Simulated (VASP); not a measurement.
Data:

```xyz
2
Lattice="0.0000 2.9387 2.9387 2.9387 0.0000 2.9387 2.9387 2.9387 0.0000" Properties=species:S:1:pos:R:3 pbc="T T T"
Te     0.0000     0.0000     0.0000
Ti     2.9387     2.9387     2.9387
```

Computed with r2SCAN meta-GGA, VASP's PBE PAW potentials (set 64) (plane waves; VASP 6.6.1). Run with 400 eV cut-off, 7×7×7 Γ-centred mesh, Gaussian smearing of 0.050 eV, potentials Te Ti_sv.

Energy and stress use the plane-wave basis of the starting cell.

The ions, cell shape and volume are relaxed. What does this cell relax into?

```xyz
2
Lattice="0.0000 2.8208 2.8208 2.8208 0.0000 2.8208 2.8208 2.8208 0.0000" Properties=species:S:1:pos:R:3 pbc="T T T"
Te     0.0000     0.0000     0.0000
Ti     2.8208     2.8208     2.8208
```
Space group Fm-3m (225), at a tolerance of 0.03 Å.

How do energy and volume change from the first to the last step?

The energy (σ→0) changes by -80.4 meV/atom and the volume by -11.6 %, in 3 ionic steps.

The structure was generated: TiTe was put into the rocksalt type (Fm-3m), which need not be its known phase. This run relaxes it. Symmetry was kept, so distortions that lower it aren't found. VASP warned that the highest band is occupied, so more bands are needed.
